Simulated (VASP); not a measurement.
# Which face does Re expose?, part 3 of 5

How do surface energy, work function and relaxation of Re depend on the face?

VASP 6.6.1; PBEsol; plane waves and PAW (Re).

So far. Step 3 (The bulk reference, job self-consistent run, k-mesh …): The run ends at a pressure of -1.68 GPa. Step 4 (Relaxing the slab, 8 atoms, face Re(0001)): The run ended after 12 ionic steps, 0.210 eV below its first step, once the forces on the free atoms met EDIFFG = -0.03.

### 5. Vacuum level and density of states, 8 atoms, face Re(0001)

A static run writes the electrostatic potential without exchange and correlation (LVHAR), which is flat in the vacuum and gives the level to count from. The dipole correction cancels the field that unlike faces would set up across the vacuum.

INCAR reads:

```
SYSTEM = Re
PREC = Normal
ENCUT = 320
EDIFF = 1E-06
NELM = 120
ISMEAR = 1
SIGMA = 0.15
LREAL = .FALSE.
ALGO = Fast
GGA = PS
NBANDS = 36
LASPH = .TRUE.
LORBIT = 11
LWAVE = .FALSE.
LCHARG = .TRUE.
KPAR = 4
IDIPOL = 3
LDIPOL = .TRUE.
DIPOL = 0.5 0.5 0.5
LVHAR = .TRUE.
LVACPOTAV = .TRUE.
NEDOS = 1500
```

POSCAR reads:

```
Re
1.0
    2.7508847553      0.0000000000      0.0000000000
    1.3754423776      2.3823360810      0.0000000000
    0.0000000000      0.0000000000     30.5503591568
Re
8
Direct
    0.6666666700      0.6666666700      0.2478645066
    0.0000000000      0.0000000000      0.3160294026
    0.6666666700      0.6666666700      0.3917248620
    0.0000000000      0.0000000000      0.4622186281
    0.6666666700      0.6666666700      0.5377813719
    0.0000000000      0.0000000000      0.6082751380
    0.6666666700      0.6666666700      0.6839705974
    0.0000000000      0.0000000000      0.7521354934
```

KPOINTS reads:

```
Automatic mesh
0
Gamma
12 12 1
0 0 0
```

Potentials, in the order of the species: Re (PBE family, release 64).

On the command line:

```bash
mpirun -np 4 vasp_std
```

The log of the run:

```text
[... set-up lines as in an earlier step ...]
 entering main loop
       N       E                     dE             d eps       ncg     rms          rms(c)
DAV:   1     0.585339668622E+03    0.58534E+03   -0.15875E+04  2180   0.141E+03
DAV:   2     0.135815303508E+02   -0.57176E+03   -0.52526E+03  2344   0.151E+03
DAV:   3    -0.902137602798E+02   -0.10380E+03   -0.98321E+02  2616   0.560E+02
DAV:   4    -0.105488220525E+03   -0.15274E+02   -0.13743E+02  2280   0.199E+02
DAV:   5    -0.109749872954E+03   -0.42617E+01   -0.39519E+01  2628   0.540E+01    0.888E+01
RMM:   6    -0.108621163910E+03    0.11287E+01   -0.84654E+00  1715   0.502E+01    0.364E+01
RMM:   7    -0.261475119653E+03   -0.15285E+03   -0.24835E+02  2735   0.266E+02    0.143E+02
RMM:   8    -0.255706756756E+03    0.57684E+01   -0.20630E+02  2736   0.968E+01    0.818E+01
RMM:   9    -0.105628984398E+03    0.15008E+03   -0.39497E+01  2288   0.118E+02    0.901E+00
RMM:  10    -0.103259742065E+03    0.23692E+01   -0.27419E+01  2178   0.405E+01    0.120E+01
RMM:  11    -0.103609320987E+03   -0.34958E+00   -0.20105E+00  1648   0.283E+01    0.457E+00
RMM:  12    -0.104024743644E+03   -0.41542E+00   -0.52683E+00  2565   0.847E+00    0.345E+00
RMM:  13    -0.104126114462E+03   -0.10137E+00   -0.20868E+00  2688   0.489E+00    0.274E+00
RMM:  14    -0.104267474023E+03   -0.14136E+00   -0.11465E+00  2652   0.418E+00    0.302E+00
RMM:  15    -0.104244173034E+03    0.23301E-01   -0.92673E-01  2685   0.291E+00    0.257E+00
RMM:  16    -0.104276080021E+03   -0.31907E-01   -0.68111E-01  2671   0.247E+00    0.200E+00
RMM:  17    -0.104324113827E+03   -0.48034E-01   -0.50088E-01  2728   0.169E+00    0.167E+00
RMM:  18    -0.104355243471E+03   -0.31130E-01   -0.31439E-01  2715   0.133E+00    0.149E+00
RMM:  19    -0.104373892269E+03   -0.18649E-01   -0.19766E-01  2459   0.139E+00    0.116E+00
RMM:  20    -0.104391510193E+03   -0.17618E-01   -0.17740E-01  2627   0.792E-01    0.115E+00
RMM:  21    -0.104402177974E+03   -0.10668E-01   -0.10543E-01  2469   0.812E-01    0.100E+00
RMM:  22    -0.104412290954E+03   -0.10113E-01   -0.10173E-01  2620   0.487E-01    0.819E-01
RMM:  23    -0.104418747527E+03   -0.64566E-02   -0.64369E-02  2577   0.450E-01    0.633E-01
RMM:  24    -0.104424927099E+03   -0.61796E-02   -0.60708E-02  2516   0.376E-01    0.359E-01
RMM:  25    -0.104429183565E+03   -0.42565E-02   -0.42488E-02  2601   0.288E-01    0.239E-01
RMM:  26    -0.104433039393E+03   -0.38558E-02   -0.38139E-02  2496   0.227E-01    0.201E-01
RMM:  27    -0.104435962491E+03   -0.29231E-02   -0.28888E-02  2219   0.204E-01    0.212E-01
RMM:  28    -0.104438559255E+03   -0.25968E-02   -0.25623E-02  2083   0.196E-01    0.103E-01
RMM:  29    -0.104440546153E+03   -0.19869E-02   -0.19612E-02  2100   0.169E-01    0.984E-02
RMM:  30    -0.104442316527E+03   -0.17704E-02   -0.17758E-02  1925   0.176E-01    0.487E-02
[...]
RMM:  69    -0.104452769121E+03    0.15242E-05   -0.54753E-05  1137   0.545E-02    0.519E-02
RMM:  70    -0.104452772608E+03   -0.34869E-05   -0.48147E-05  1119   0.525E-02    0.463E-02
RMM:  71    -0.104452785264E+03   -0.12656E-04   -0.40376E-05  1132   0.504E-02    0.563E-02
RMM:  72    -0.104452788705E+03   -0.34417E-05   -0.34453E-05  1098   0.436E-02    0.520E-02
RMM:  73    -0.104452788270E+03    0.43512E-06   -0.28300E-05  1064   0.429E-02    0.544E-02
RMM:  74    -0.104452785980E+03    0.22906E-05   -0.24057E-05  1092   0.454E-02    0.493E-02
RMM:  75    -0.104452780950E+03    0.50300E-05   -0.20492E-05  1128   0.473E-02    0.514E-02
RMM:  76    -0.104452774518E+03    0.64312E-05   -0.17845E-05  1099   0.496E-02    0.468E-02
RMM:  77    -0.104452775069E+03   -0.55093E-06   -0.16474E-05  1125   0.533E-02    0.501E-02
RMM:  78    -0.104452776502E+03   -0.14325E-05   -0.13290E-05  1131   0.556E-02    0.469E-02
RMM:  79    -0.104452773731E+03    0.27708E-05   -0.10837E-05  1108   0.584E-02    0.500E-02
RMM:  80    -0.104452774091E+03   -0.35954E-06   -0.90069E-06  1131   0.641E-02
 -----------------------------------------------------------------------------
|                                                                             |
|           W    W    AA    RRRRR   N    N  II  N    N   GGGG   !!!           |
|           W    W   A  A   R    R  NN   N  II  NN   N  G    G  !!!           |
|           W    W  A    A  R    R  N N  N  II  N N  N  G       !!!           |
|           W WW W  AAAAAA  RRRRR   N  N N  II  N  N N  G  GGG   !            |
|           WW  WW  A    A  R   R   N   NN  II  N   NN  G    G                |
|           W    W  A    A  R    R  N    N  II  N    N   GGGG   !!!           |
|                                                                             |
|     Did not find any points to average over, which means that no vacuum     |
|     field-free region was found. Please increase the size of  your cell     |
|     in the dimension of the dipole correction to obtain accurate            |
|     workfunction values.                                                    |
|                                                                             |
 -----------------------------------------------------------------------------

   1 F= -.10445277E+03 E0= -.10445253E+03  d E =-.738110E-03
```

Wall time 44 s (4 MPI ranks of Intel Xeon 6975P-C (Granite Rapids), shared host); peak memory 0.68 GiB.

OUTCAR, selected parts (step 5):

```text
   NELECT =      56.0000    total number of electrons

 dipolmoment           0.000000      0.000000      0.000000 electrons x Angstroem

 E-fermi :   2.4647

 k-point     1 :       0.0000    0.0000    0.0000
  band No.  band energies     occupation
    ...
     27       1.4693      2.00000
     28       1.4693      2.00000
     29       1.6383      2.00000
     30       1.6383      2.00000
     31       1.9809      2.00005
     32       2.9893     -0.00001
     33       3.0305     -0.00000
     34       3.0330     -0.00000
     35       3.3107     -0.00000
     36       3.5005     -0.00000

  Total       -3.9408759     -3.9408759     -1.5663178      0.0000000      0.0000000      0.0000000
  in kB      -31.5363620    -31.5363620    -12.5342606      0.0000000      0.0000000      0.0000000
  external PRESSURE =     -25.2023282 kB  Pullay stress =       0.0000000 kB

 POSITION                                       TOTAL-FORCE (eV/Angst)
 -----------------------------------------------------------------------------------
      2.75088      1.58822      7.57235        -0.000000      0.000000      0.030038
      0.00000      0.00000      9.65481        -0.000000     -0.000000      0.017371
      2.75088      1.58822     11.96734        -0.000000     -0.000000      0.005778
      0.00000      0.00000     14.12095         0.000000     -0.000000      0.003438
      2.75088      1.58822     16.42941        -0.000000     -0.000000     -0.003438
      0.00000      0.00000     18.58302         0.000000      0.000000     -0.005778
      2.75088      1.58822     20.89555         0.000000      0.000000     -0.017371
      0.00000      0.00000     22.97801         0.000000     -0.000000     -0.030038
 -----------------------------------------------------------------------------------
    total drift:                               -0.000001     -0.000001     -0.000000

  FREE ENERGIE OF THE ION-ELECTRON SYSTEM (eV)
  ---------------------------------------------------
  free  energy   TOTEN  =      -104.4527740906 eV

  energy  without entropy=     -104.4520359809  energy(sigma->0) =     -104.45252805

 vacuum level on the upper side and lower side of the slab         7.491         7.491

[... 8 parts as in an earlier step ...]

[... 9 further parts left out ...]
```

Numbers from this step:

| Item | Value |
| --- | --- |
| electronic cycles | 80 |
| free energy (TOTEN) | -104.4528 eV |
| energy at zero smearing | -104.4525 eV |
| Fermi energy | 2.465 eV |
| dipole moment | 0, 0, 0 e·Å |
| vacuum levels | 7.491, 7.491 eV |
| work functions of the upper and lower face | 5.026, 5.026 eV |

The planar average of the electrostatic potential oscillates, so the rows of the table below give means over windows of 2.18 Å about each position, cut where the curve ends. Its maxima inside the range that stand out by 2 % of the span (Å: eV): 8.6: -3.45, 10.8: -1.27, 13.1: -2.75, 15.3: -1.32, 17.5: -2.75, 19.7: -1.27, 21.9: -3.45. Its minima: 7.6: -12.7, 9.6: -13.0, 12.0: -12.9, 14.1: -12.9, 16.5: -12.9, 18.5: -12.9, 20.9: -13.0, 22.9: -12.7.

Zero at the Fermi level. Planar average of the electrostatic potential against height; means over each step:

height (Å), planar average of the electrostatic potential (eV) and a bar from the least value:
```
     1.09        5.0 ##############################
     3.27        5.0 ##############################
     5.45        4.0 ############################
     7.63       -7.8 
     9.81       -7.9 
    11.99       -7.9 
    14.17       -7.8 
    16.35       -7.8 
    18.53       -7.9 
    20.71       -7.8 
    22.89       -7.8 
    25.07        4.0 ###########################
    27.25        5.0 ##############################
    29.43        5.0 ##############################
```

Density of states in the PAW spheres, an atom over height of the layer and energy from the Fermi level.

Ten even steps from '_' (0.06 states/eV) to '@' (2.02 states/eV), each cell a mean:
```
::..::::::::..::
--::--------::--
++==++====++==++
****************
@@**++++++++**@@
##==++====++==##
====++****++====
================
::::::::::::::::
::--========--::
----==----==----
--============--
--==--------==--
::--::::::::--::
==++========++==
--==--------==--
::------------::
..::::::::::::..
____........____
________________
________________
________________
```
Columns: height of the layer (Å) from 7.6 to 23; rows upwards: energy from the Fermi level (eV) from -7.9 to 0.5.

Valence density in the ca plane at fractional y = 0.000, with atoms of Re within 0.2 Å of it. It is the smooth field of the valence electrons, not physical close to the nuclei.

Ten even steps from '0' (0.0 e/Å³) to '9' (1.3 e/Å³), each cell a mean:
```
22235787532222235688632222335688620000000000
33334566432333334566432233334566410000000000
44333344322344333344322344333444210000000000
54322232222455322233222355432233210000000000
54322333222354322333222355433333210000000000
43333555322344333455422334334555310000000000
33335677532233334677532233335677520000000000
22235798632222235799642222235699620000000000
```
Columns run along c (16.0 Å, from fractional 0.39 to 0.92 of the cell), rows up along a (2.8 Å). Atoms in or near the plane, at fractional coordinates: Re at (0.46, 0.00), Re at (0.61, 0.00), Re at (0.75, 0.00).

The map of layer states is cut here 0.5 eV above the Fermi level, so it leaves out the states above that.

The vacuum level lies 5.03 eV above the Fermi level at the upper face; both faces agree, as the slab has next to no dipole.

The program found no field-free point at its default tolerance, but its printed level agrees with the flat part of the planar average.

On this mesh the fine structure of the density of states is sampling noise, and high empty states may be cut by the number of bands.

[end of part 3 of 5]

[Lines on the potential files, build, host, timing and source positions are cut from VASP's logs without a mark.]

[Logs are printed without paths, hosts, clocks, repeated set-up lines and the standing remarks that a program may print on its own settings, such as how far it seeks lower states.]

[Hosts, paths, dates, database ids (printed as entryN), source tags and the programs' standing remarks are cut or masked in the printed files.]

[Runs that stopped without an error message from VASP are left out.]
